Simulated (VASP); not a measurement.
Input for VASP

### KPOINTS
```
Automatic mesh
0
Gamma
6 6 6
0 0 0
```

**INCAR**
```
SYSTEM  =  K2S
PREC  =  Accurate; ENCUT  =  480; LREAL  =  .FALSE.
LASPH  =  .TRUE.
EDIFF  =  1E-7; NELM  =  100; ALGO  =  Normal
ISMEAR  =  0; SIGMA  =  0.05
GGA  =  PS
ISIF  =  2
LWAVE  =  .FALSE.; LCHARG  =  .FALSE.
```

POSCAR:
```
K2S
5.212460
  0.0000000000   0.7071067678   0.7071067678
  0.7035888237   0.0035179441   0.7035888237
  0.7035888237   0.7035888237   0.0035179441
K S
2 1
Direct
  0.2500000000   0.2500000000   0.2500000000
  0.7500000000   0.7500000000   0.7500000000
  0.0000000000   0.0000000000   0.0000000000
```

POTCAR, in this order: K_sv S (PBE.64 set). Program: vasp_std.

Write an equivalent input for Ansatz.

One equivalent input (not run):
Ansatz 0.2 input:
```yaml
crystal:
  lattice:
    - [0.0000000, 3.6857657, 3.6857657]
    - [3.6674286, 0.0183371, 3.6674286]
    - [3.6674286, 3.6674286, 0.0183371]
  atoms:
    - { symbol: K, position: [0.2500000, 0.2500000, 0.2500000] }
    - { symbol: K, position: [0.7500000, 0.7500000, 0.7500000] }
    - { symbol: S, position: [0.0000000, 0.0000000, 0.0000000] }
kpoints:
  mp_grid: { grid: [6, 6, 6] }
hamiltonian:
  xc: pbesol
  pseudopotentials: { kind: paw }
scf:
  occupations: { method: gaussian, width: 0.05 }
  max_iter: 100
output: { forces: true, stress: true, eigenvalues: true }
```
What does not carry over: each code has its own PAW files, so the cut-off isn't converted (ENCUT is set for VASP's; basis.ecutwfc is left out, and Ansatz then takes the one that its files recommend); Ansatz stops its SCF on the density residual and VASP on the energy change (EDIFF).

The compound is K2S in the antifluorite structure. This cell was strained or had an atom moved on purpose.
